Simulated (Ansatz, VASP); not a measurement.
# Cross-check of HfO2 between VASP and Ansatz

Aim: how closely do two programs agree when they are given the same cell, functional and k mesh? The cell is taken from a series of runs on this material, whose earlier steps may have relaxed, scaled, displaced or heated it; both programs get it as it stands.

Program: Ansatz 0.2.0. Level of theory: plane waves, with VASP 6.6.1 beside it; zone-centre phonons at LDA. Results are calculated unless marked as measured.

## 1. The structure

The structure is monoclinic, space group P2_1/c (No. 14). The conventional cell has a = 5.098 Å, b = 5.192 Å, c = 5.174 Å, α = 90.00°, β = 99.91°, γ = 90.00°. O has 4 Hf at 2.13 to 2.22 Å nearest. O has 3 Hf at 2.04 to 2.12 Å nearest. Hf has 7 O at 2.04 to 2.22 Å nearest. Farther neighbours and most contacts between anions are not listed.

## 2. Ansatz: zone-centre phonons, LDA

Ansatz runs on its PAW soft_1 files.

Second derivatives magnify differences that forces hide, and they need a tight electronic threshold.

Input file input.yaml:

```yaml
crystal:
  lattice:
    - [5.0982461242, 0.0, -0.0171247454]
    - [0.0, 5.1920380448, 0.0]
    - [-0.87292908, 0.0, 5.0998307046]
  atoms:
    - { symbol: O, position: [0.4485883076, 0.7583012404, 0.4818537461] }
    - { symbol: O, position: [0.5514116924, 0.2583012404, 0.0181462539] }
    - { symbol: O, position: [0.5514116924, 0.2416987596, 0.5181462539] }
    - { symbol: O, position: [0.4485883076, 0.7416987596, 0.9818537461] }
    - { symbol: O, position: [0.0727824168, 0.3429656497, 0.3345470068] }
    - { symbol: O, position: [0.9272175832, 0.8429656497, 0.1654529932] }
    - { symbol: O, position: [0.9272175832, 0.6570343503, 0.6654529932] }
    - { symbol: O, position: [0.0727824168, 0.1570343503, 0.8345470068] }
    - { symbol: Hf, position: [0.2769078559, 0.0428202828, 0.2080283579] }
    - { symbol: Hf, position: [0.7230921441, 0.5428202828, 0.2919716421] }
    - { symbol: Hf, position: [0.7230921441, 0.9571797172, 0.7919716421] }
    - { symbol: Hf, position: [0.2769078559, 0.4571797172, 0.7080283579] }
kpoints:
  mp_grid: { grid: [4, 4, 4] }
hamiltonian:
  xc: lda
  pseudopotentials: { kind: paw, azcp: { folder: soft_1 }, xc_functional: pbe }
scf:
  occupations: { method: fixed }
output:
  eigenvalues: true
phonons:
  method: dfpt
  dielectric: true
  rigid_motions: translations
```

Run with:

```sh
> ansatz run input.yaml --threads 8 --pin off --max-ram 20480MiB --backend cpu --events-out ev --progress --plain --runs-dir out
```

Numbers of over 12 decimals in the logs are rounded to 6 here.

Log:

```text
Engine: ansatz 0.2.0, aarch64-unknown-linux-gnu
Pseudopotentials: kind: paw
Pseudopotential: O, paw, valence charge 6, recommended cutoff 420 eV (normal), soft_1/O.paw.azcp
Pseudopotential: Hf, paw, valence charge 26, recommended cutoff 420 eV (normal), soft_1/Hf.paw.azcp
Functional definition: SPW92
  exchange = slater_x
  correlation = pw_c
Crystal: 12 atoms, lattice volume = 134.916 Å³
Basis set: ecut = 420 eV, 2625 PW (Γ), exchange–correlation on 72×72×72 points (8 copies of the dense FFT grid, shifted against one another)
Bands: 92, of which v1, the nominal top of the filled ones, is band 76 counted from 1 (75 counted from 0)
Symmetry: 4 space group operations
k-points: 36 of 64 (irreducible under 1 space group operation, time reversal used)
Non-local potential: O, projectors of the file, l = 0: 2, l = 1: 2, l = 2: 1
Non-local potential: Hf, projectors of the file, l = 0: 3, l = 1: 2, l = 2: 2, l = 3: 3
PAW form: soft (Blöchl's): semilocal exchange-correlation on the pseudo side does not see the compensation charge
PAW frozen core: O, regenerated for the run's functional, and the local potential with it (the file was generated under x = pbe(κ = 0.804, μ = 0.219515), c = pbe(β = 0.066725))
PAW frozen core: Hf, regenerated for the run's functional, and the local potential with it (the file was generated under x = pbe(κ = 0.804, μ = 0.219515), c = pbe(β = 0.066725))
PAW one-centre angular grid: O, 110 points (default); XC on 64 Gauss nodes
PAW one-centre angular grid: Hf, 590 points (default); XC on 64 Gauss nodes
Initial density: superposition of atomic densities (chi_scale 0.1, normalization cell, long waves kept (reshape's long-wave potential 0.02 eV rms))
Initial wavefunctions: pseudopotential atomic-orbital guess
Functional: x = slater, c = lda
SCF iter   1: F=—  HF=-66378.651560 eV  |F-HF|=—  |Δ(HF+E_count)|=         —  Δρ=9.37e-2  dr2=1.00e1  ethr=3.10e-3  ⟨swp⟩=4.2  Hψ=9347  notcnv=0  defer=448
preconditioner: auto → Resta (q_TF=auto, 2.783 Å⁻¹)  ε∞=5.0  [insulator: Δε(μ)=2.969 eV  Ē_g=19.286 eV  n_scr=52 (ndim 8)  ℏωp=38.4 eV  f_vac=0.004  ε∞_Penn≈5.0]
SCF iter   2: F=—  HF=-66376.138117 eV  |F-HF|=—  |Δ(HF+E_count)|=    2.51e0  Δρ=4.15e-2  dr2=2.25e0  ethr=3.10e-3  ⟨swp⟩=2.3  Hψ=6643  notcnv=0  defer=454
SCF iter   3: F=—  HF=-66375.390334 eV  |F-HF|=—  |Δ(HF+E_count)|=   7.48e-1  Δρ=2.23e-2  dr2=7.03e-1  ethr=1.48e-3  ⟨swp⟩=2.0  Hψ=5023  notcnv=0  defer=498
SCF iter   4: F=—  HF=-66375.172615 eV  |F-HF|=—  |Δ(HF+E_count)|=   2.18e-1  Δρ=7.91e-3  dr2=6.00e-2  ethr=4.62e-4  ⟨swp⟩=2.9  Hψ=5832  notcnv=0  defer=499
SCF iter   5: F=—  HF=-66375.190873 eV  |F-HF|=—  |Δ(HF+E_count)|=   1.83e-2  Δρ=4.00e-3  dr2=2.17e-2  ethr=3.95e-5  ⟨swp⟩=2.0  Hψ=5420  notcnv=0  defer=504
SCF iter   6: F=—  HF=-66375.177896 eV  |F-HF|=—  |Δ(HF+E_count)|=   1.30e-2  Δρ=7.95e-4  dr2=8.04e-4  ethr=1.42e-5  ⟨swp⟩=2.0  Hψ=5748  notcnv=0  defer=504
SCF iter   7: F=—  HF=-66375.178901 eV  |F-HF|=—  |Δ(HF+E_count)|=   1.00e-3  Δρ=4.68e-4  dr2=2.51e-4  ethr=5.29e-7  ⟨swp⟩=2.0  Hψ=5755  notcnv=0  defer=500
SCF iter   8: F=—  HF=-66375.178864 eV  |F-HF|=—  |Δ(HF+E_count)|=   3.66e-5  Δρ=1.88e-4  dr2=3.51e-5  ethr=1.65e-7  ⟨swp⟩=2.0  Hψ=5677  notcnv=0  defer=372
SCF iter   9: F=—  HF=-66375.178862 eV  |F-HF|=—  |Δ(HF+E_count)|=   1.88e-6  Δρ=6.03e-5  dr2=4.62e-6  ethr=2.31e-8  ⟨swp⟩=2.0  Hψ=5126  notcnv=0  defer=372
SCF iter  10: F=—  HF=-66375.178862 eV  |F-HF|=—  |Δ(HF+E_count)|=   4.10e-7  Δρ=1.16e-5  dr2=2.02e-7  ethr=3.04e-9  ⟨swp⟩=2.0  Hψ=4312  notcnv=0  defer=372
SCF iter  11: F=—  HF=-66375.178862 eV  |F-HF|=—  |Δ(HF+E_count)|=   2.55e-8  Δρ=2.50e-6  dr2=9.57e-9  ethr=1.33e-10  ⟨swp⟩=2.1  Hψ=4172  notcnv=0  defer=372
SCF iter  12: F=—  HF=-66375.178862 eV  |F-HF|=—  |Δ(HF+E_count)|=   1.15e-9  Δρ=8.46e-7  dr2=7.63e-10  ethr=6.29e-12  ⟨swp⟩=2.3  Hψ=5361  notcnv=0  defer=372
SCF iter  13: F=—  HF=-66375.178862 eV  |F-HF|=—  |Δ(HF+E_count)|=  4.37e-11  Δρ=4.06e-7  dr2=1.63e-10  ethr=1.00e-12  ⟨swp⟩=15.8  Hψ=25727  notcnv=0
SCF iter  14: F=-66375.178862 eV  HF=-66375.178862 eV  |F-HF|=4.37e-11  |Δ(HF+E_count)|=  1.16e-10  Δρ=1.95e-7  dr2=2.80e-11  ethr=1.00e-12  ⟨swp⟩=7.7  Hψ=19712  notcnv=0
SCF 1 converged in 14 iterations: F = -66375.178862 eV  dr2 = 2.80e-11
  greatest PAW one-centre occupation: 0.999 electrons in one spin orbital (limit 2), on the Hf atom at site 10 (counted from 0), in its partial waves of l = 3
NSCF: frozen V_eff on 2 k-points
NSCF: frozen V_eff on 30 k-points
[...]
--- Phonons (Γ-DFPT): 9 representative perturbations + reference (Σ response iterations 60) ---
  k mesh reduced under 1 symmetry operation, with k and −k counted as one. Each operation leaves every solved perturbation unchanged. A smaller set is not considered because the run solves the response to a homogeneous field
  ASR residual: 1.873e-5 → 0.000e0 eV/Å²; symmetrization residual: 2.875e-6 eV/Å²
  ASR residual per site (eV/Å²): 1.87e-5 1.87e-5 1.87e-5 1.87e-5 1.71e-5 1.71e-5 1.71e-5 1.71e-5 1.12e-5 1.12e-5 1.12e-5 1.12e-5
  Γ frequencies (cm⁻¹): 0.00 0.00 0.00 128.86 129.01 132.00 136.56 151.03 163.40 179.59 228.30 240.24 253.09 255.20 260.31 310.47 331.33 332.85 343.65 351.69 385.96 387.00 394.59 399.85 488.70 498.19 506.99 507.76 553.51 554.67 590.04 621.40 646.67 653.68 720.31 752.05
  ε∞ (high-frequency dielectric tensor):
        5.081651     0.000000     0.178167
        0.000000     5.109841     0.000000
        0.178167     0.000000     4.749691
  ε⁰ (static dielectric tensor: ions relaxed, cell fixed):
       20.875230     0.000000     1.238560
        0.000000    18.903630     0.000000
        1.238560     0.000000    14.824157
  ε⁰ − ε∞ (ionic part):
       15.793578     0.000000     1.060393
        0.000000    13.793789     0.000000
        1.060393     0.000000    10.074466
  softest optical mode at Γ: 128.86 cm⁻¹; the repairs (sum rule, projections) moved no ω² at Γ by more than (1.48 cm⁻¹)²
  Born effective charges Z* (e; rows j = field, columns β = displacement):
    site 0:
        -2.40005    0.10575   -0.02873
         0.16500   -2.75784    0.33595
        -0.07215    0.40767   -2.51255
    site 1:
        -2.40005   -0.10575   -0.02873
        -0.16500   -2.75784   -0.33595
        -0.07215   -0.40767   -2.51255
    site 2:
        -2.40005    0.10575   -0.02873
         0.16500   -2.75784    0.33595
        -0.07215    0.40767   -2.51255
    site 3:
        -2.40005   -0.10575   -0.02873
        -0.16500   -2.75784   -0.33595
        -0.07215   -0.40767   -2.51255
    site 4:
        -2.96708    1.04265   -0.24788
         1.30214   -2.59153   -0.64178
        -0.21330   -0.63901   -2.24180
    site 5:
[...]
site 6:
[...]
site 7:
[...]
site 8:
[...]
site 9:
[...]
site 10:
[...]
site 11:
[...]
Z* charge neutrality: 4.964e-3 e pre-enforcement
  solved inside a basis spanned on kpoints, on 6×6×6 k-points, taken by the longest dipole's decay: ε∞ is read to err by 1.4e-2, Z* by 1.4e-1 e (field_mesh: kpoints solves on kpoints); Z* is corrected for what the basis lacks
  optical modes at Γ without the LO–TO term, one row a degenerate level:
      ω (cm⁻¹)  modes    IR ((D/Å)²/amu)
[...]
optical modes at Γ + LO–TO along q̂ = [1.0000, 0.0000, 0.0000]:
      ω (cm⁻¹)  modes    IR ((D/Å)²/amu)
[...]
optical modes at Γ + LO–TO along q̂ = [0.0000, 1.0000, 0.0000]:
      ω (cm⁻¹)  modes    IR ((D/Å)²/amu)
[...]
optical modes at Γ + LO–TO along q̂ = [0.0000, 0.0000, 1.0000]:
      ω (cm⁻¹)  modes    IR ((D/Å)²/amu)
[...]
554.67      1             0.0000
        590.04      1            11.5083
        621.40      1             0.0000
        637.33      1            76.3764
        646.67      1             0.0000
        653.68      1             0.0935
        722.43      1            16.4086
        752.05      1             0.0000
```

(Part 1 of 3 ends here.)

[Lines on the potential files, build, host, timing and source positions are cut from VASP's logs without a mark.]

[Logs are printed without paths, hosts, clocks, repeated set-up lines and the standing remarks that a program may print on its own settings, such as how far it seeks lower states.]

[Hosts, paths, dates, database ids (printed as entryN), source tags and the programs' standing remarks are cut or masked in the printed files.]
